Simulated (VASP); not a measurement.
Level of theory: AM05 GGA, VASP's PBE PAW potentials (set 64) (plane waves; VASP).

A VASP calculation is set up with these files.

### POSCAR
```
GdN
1.0
  0.0000000000   2.4629452148   2.4629452148
  2.4629452148   0.0000000000   2.4629452148
  2.4629452148   2.4629452148   0.0000000000
Gd N
1 1
Cartesian
  0.0000000000   0.0000000000   0.0000000000
  2.4629452148   2.4629452148   2.4629452148
```

### INCAR
```
EDIFFG=-0.01
LCHARG=.False.
GGA=AM   # AM05
NELM=100   # most electronic steps
LASPH=.True.
IBRION=2
NSW=60   # most ionic steps
ISIF=3
EDIFF=1E-6
SYSTEM=GdN
SIGMA=0.1   # width (eV)
LREAL=.False.
PREC=Accurate
ISMEAR=1
LMAXMIX=6   # l cut-off of mixed one-centre charges
LWAVE=.False.
ALGO=Normal
ENCUT=520
```

File KPOINTS:
```
Automatic mesh
0
Gamma
12 12 12
0 0 0
```

POTCAR, in this order: Gd_3 N (PBE.64 set). Program: vasp_std.

Output

**OSZICAR**
```
       N       E                     dE             d eps       ncg     rms          rms(c)
DAV:   1     0.432943953815E+02    0.43294E+02   -0.69027E+03  1600   0.118E+03
DAV:   2    -0.158641518611E+02   -0.59159E+02   -0.55572E+02  2061   0.237E+02
DAV:   3    -0.185609174154E+02   -0.26968E+01   -0.26544E+01  2127   0.417E+01
DAV:   4    -0.185960523925E+02   -0.35135E-01   -0.35139E-01  1957   0.422E+00
DAV:   5    -0.185966522959E+02   -0.59990E-03   -0.59965E-03  2112   0.434E-01    0.295E+01
DAV:   6    -0.167896470178E+02    0.18070E+01   -0.16088E+01  1845   0.244E+01    0.259E+01
DAV:   7    -0.166190236871E+02    0.17062E+00   -0.12880E+00  1798   0.750E+00    0.173E+01
DAV:   8    -0.166151586975E+02    0.38650E-02   -0.10210E-01  1755   0.341E+00    0.476E+00
DAV:   9    -0.166117945481E+02    0.33641E-02   -0.10973E-02  1914   0.835E-01    0.461E-01
DAV:  10    -0.166119195180E+02   -0.12497E-03   -0.46601E-04  2089   0.226E-01    0.215E-01
DAV:  11    -0.166119100095E+02    0.95086E-05   -0.30017E-05  1951   0.582E-02    0.158E-02
DAV:  12    -0.166119106038E+02   -0.59432E-06   -0.31965E-06  2062   0.194E-02
   1 F= -.16611911E+02 E0= -.16611944E+02  d E =-.166119E+02
```

### OUTCAR
```
------------------------ aborting loop because EDIFF is reached ----------------------------------------
  FORCE on cell =-STRESS in cart. coord.  units (eV):
  Direction    XX          YY          ZZ          XY          YZ          ZX
  --------------------------------------------------------------------------------------
  Total       -0.0105424     -0.0105424     -0.0105424     -0.0000000      0.0000000      0.0000000
  in kB       -0.5652702     -0.5652702     -0.5652702     -0.0000000      0.0000000      0.0000000
  external PRESSURE =      -0.5652702 kB  Pullay stress =       0.0000000 kB
  volume of cell :       29.88
      direct lattice vectors                 reciprocal lattice vectors
     0.000000000  2.462945215  2.462945215    -0.203008982  0.203008982  0.203008982
     2.462945215  0.000000000  2.462945215     0.203008982 -0.203008982  0.203008982
     2.462945215  2.462945215  0.000000000     0.203008982  0.203008982 -0.203008982
 POSITION                                       TOTAL-FORCE (eV/Angst)
 -----------------------------------------------------------------------------------
      0.00000      0.00000      0.00000         0.000000      0.000000     -0.000000
      2.46295      2.46295      2.46295        -0.000000     -0.000000      0.000000
 -----------------------------------------------------------------------------------
    total drift:                                0.000000      0.000000      0.000000
  FREE ENERGIE OF THE ION-ELECTRON SYSTEM (eV)
  ---------------------------------------------------
  free  energy   TOTEN  =       -16.6119106038 eV

  energy  without entropy=      -16.6120099110  energy(sigma->0) =      -16.61194371

 reached required accuracy - stopping structural energy minimisation
```
(Selected blocks of OUTCAR.)

The 4f electrons are frozen in the core of the lanthanide potential, so 4f levels, which can set the real gap, and their magnetism are missing.

The compound is GdN in the rock salt structure. It was relaxed first. The start is the result of an earlier pass.
